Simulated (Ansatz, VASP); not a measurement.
# Cross-check of O between VASP and Ansatz, part 2 of 2

Wanted: the spread between two codes on one cell, functional and k mesh. The cell is taken from a series of runs on this material, whose earlier steps may have relaxed, scaled, displaced or heated it; both programs get it as it stands.

VASP 6.6.1 and Ansatz 0.2.0.

So far: The starting structure; VASP: relaxation of cell and atoms, PBEsol; Ansatz: relaxation of cell and atoms, PBEsol; Side by side.

### Step 5. VASP: zone-centre phonons, PBEsol

Level of this step: PBEsol; plane waves and PAW (O) (VASP).

Second derivatives magnify differences that forces hide, and they need a tight electronic threshold.

Contents of INCAR:

```
SYSTEM = O
PREC = Accurate
ENCUT = 600
EDIFF = 1E-08
NELM = 120
ISMEAR = 1
SIGMA = 0.15
LREAL = .FALSE.
ALGO = Normal
GGA = PS
NBANDS = 12
LORBIT = 11
LWAVE = .FALSE.
LCHARG = .FALSE.
ISIF = 2
IBRION = 8
LASPH = .TRUE.
GGA_COMPAT = .FALSE.
KPAR = 2
```

Contents of POSCAR:

```
O
1.0
    0.0000000000      2.1694075310      2.1694075310
    2.1694075310      0.0000000000      2.1694075310
    2.1694075310      2.1694075310      0.0000000000
O
2
Direct
    0.2500000000      0.2500000000      0.2500000000
    0.0000000000      0.0000000000      0.0000000000
```

Contents of KPOINTS:

```
Automatic mesh
0
Gamma
16 16 16
0 0 0
```

PAW data sets: O (PBE family, release 64).

Command:

```sh
$ mpirun -np 2 vasp_std
```

Numbers of over 12 decimals in the logs are rounded to 6 here.

The log of the run:

```text
[banner, memory and clock lines left out]
running    2 mpi-ranks, on    1 nodes
[...]
[... a notice as in an earlier step ...]

 LDA part: xc-table for (Slater+PW92), standard interpolation
 POSCAR, INCAR and KPOINTS ok, starting setup
[...]
entering main loop
       N       E                     dE             d eps       ncg     rms          rms(c)
DAV:   1     0.408541235819E+02    0.40854E+02   -0.72366E+03  3488   0.106E+03
DAV:   2    -0.542917813246E+01   -0.46283E+02   -0.43953E+02  4360   0.202E+02
DAV:   3    -0.676064104843E+01   -0.13315E+01   -0.13175E+01  3960   0.319E+01
DAV:   4    -0.676428160003E+01   -0.36406E-02   -0.36403E-02  3680   0.203E+00
[...]
DAV:  10    -0.676229471678E+01   -0.65942E-06   -0.86145E-07  3560   0.830E-03    0.716E-04
DAV:  11    -0.676229470213E+01    0.14650E-07   -0.23683E-08  4028   0.154E-03    0.316E-04
DAV:  12    -0.676229470915E+01   -0.70183E-08   -0.34080E-09  2404   0.604E-04
   1 F= -.67622947E+01 E0= -.67623800E+01  d E =0.255919E-03
 Linear response reoptimize wavefunctions to high precision
DAV:   1    -0.676229471339E+01   -0.42414E-08   -0.36192E-10  2036   0.202E-04
DAV:   2    -0.676229471340E+01   -0.13415E-10   -0.17459E-11  1788   0.463E-05
 Linear response DOF=           1
 Linear response progress:
  Degree of freedom:   1/  1
       N       E                     dE             d eps       ncg     rms          rms(c)
RMM:   1    -0.361274560066E+00   -0.36127E+00    0.41952E-02 26844   0.413E+00
RMM:   2    -0.354499411252E+00    0.67751E-02   -0.38084E-03 23343   0.590E-01    0.478E-01
RMM:   3    -0.353188277766E+00    0.13111E-02   -0.51126E-04 25800   0.191E-01    0.208E-01
RMM:   4    -0.353860225220E+00   -0.67195E-03   -0.25760E-04 25545   0.137E-01    0.109E-02
[...]
RMM:   9    -0.354099325150E+00   -0.43320E-06   -0.15737E-08 23447   0.194E-04    0.262E-05
RMM:  10    -0.354098896870E+00    0.42828E-06   -0.24060E-09 26153   0.364E-05    0.646E-06
RMM:  11    -0.354098898888E+00   -0.20175E-08    0.17672E-09 24527   0.872E-06    0.121E-06
 first order change of Fermi-energy   0.50105E-04
 force on displaced ion       1 direction 1 :  25.293   0.000   0.000
 Linear response finished
```

Parts of OUTCAR (step 5):

```text
  Total       -0.0275944     -0.0275944     -0.0275944     -0.0000000     -0.0000000     -0.0000000
  in kB       -2.1650980     -2.1650980     -2.1650980     -0.0000000     -0.0000000     -0.0000000
  external PRESSURE =      -2.1650980 kB  Pullay stress =       0.0000000 kB

 POSITION                                       TOTAL-FORCE (eV/Angst)
 -----------------------------------------------------------------------------------
      1.08470      1.08470      1.08470        -0.000000     -0.000000     -0.000000
      0.00000      0.00000      0.00000         0.000000      0.000000      0.000000
 -----------------------------------------------------------------------------------
    total drift:                                0.000000      0.000000      0.000000

[... 1 part as in an earlier step ...]

[... 1 further part left out ...]
```

### Step 6. Ansatz: zone-centre phonons, PBEsol

The same cell, functional, mesh and smearing now go to Ansatz, which takes its cutoff from its data sets.

The cell is taken from a series of runs on this material, whose earlier steps may have relaxed, scaled, displaced or heated it; both programs get it as it stands.

Contents of input.yaml:

```yaml
crystal:
  lattice:
    - [0.0, 2.169407531, 2.169407531]
    - [2.169407531, 0.0, 2.169407531]
    - [2.169407531, 2.169407531, 0.0]
  atoms:
    - { symbol: O, position: [0.25, 0.25, 0.25] }
    - { symbol: O, position: [0.0, 0.0, 0.0] }
kpoints:
  mp_grid: { grid: [16, 16, 16] }
hamiltonian:
  xc: pbesol
scf:
  occupations: { method: methfessel_paxton, width: 0.15 }
output:
  eigenvalues: true
phonons:
  method: dfpt
```

Command:

```sh
$ ansatz run input.yaml --threads 4 --pin off --max-ram 7168MiB --backend cpu --events-out ev --progress --plain --runs-dir out
```

The log of the run:

```text
zone centre: on kpoints.mp_grid the ground state, and the responses unless they are solved on pairs of k-points, stand on 349 of the mesh's 4096 k-points, reduced under 8 symmetry operations, with k and −k counted as one. Each operation leaves every solved displacement unchanged or reverses it
[...]
Crystal: 2 atoms, lattice volume = 20.420 Å³
[...]
k mesh reduced under 8 symmetry operations, with k and −k counted as one. Each operation leaves every solved displacement unchanged or reverses it
  ASR residual: 3.644e-5 → 0.000e0 eV/Å²; symmetrization residual: 6.395e-14 eV/Å²
  ASR residual per site (eV/Å²): 3.64e-5 3.64e-5
  Γ frequencies (cm⁻¹): -936.35 -936.35 -936.35 0.00 0.00 0.00
  non-analytic LO–TO correction: not included (Born effective charges unavailable; polar crystals: no LO–TO splitting at Γ)
[key lines of the parts left out:]
SCF converged after 6 iterations
Free energy (F): -1112.865420 eV
Fermi energy:    3.124606 eV
```

### Step 7. Comparison

Compared:

| quantity | Ansatz | VASP | difference |
| --- | --- | --- | --- |
| optical mode 1 to 3 (imaginary, printed as negative) (cm⁻¹) | -936.4 | -927.2 | -9.1 |

Modes are paired by rising frequency, not by their patterns, so a pair may set unlike modes beside each other; they are those without the splitting of longitudinal modes.

### Step 8. Outcome

| Quantity | Value |
| --- | --- |
| difference in volume (relaxation of cell and atoms, PBEsol) | 0.20 % |
| r.m.s. difference of the optical zone-centre modes, each program's sorted by frequency (zone-centre phonons, PBEsol) | 9.1 cm⁻¹ |

The difference in volume is 0.20 % (relaxation of cell and atoms, PBEsol), within the 1.2 % picked in this series as the mark of a large difference, as far as the stopping tolerances let one tell. How closely two codes agree says nothing of how well the functional describes the real material.

[Lines on the potential files, build, host, timing and source positions are cut from VASP's logs without a mark.]

[Logs are printed without paths, hosts, clocks, repeated set-up lines and the standing remarks that a program may print on its own settings, such as how far it seeks lower states.]

[Hosts, paths, dates, database ids (printed as entryN), source tags and the programs' standing remarks are cut or masked in the printed files.]
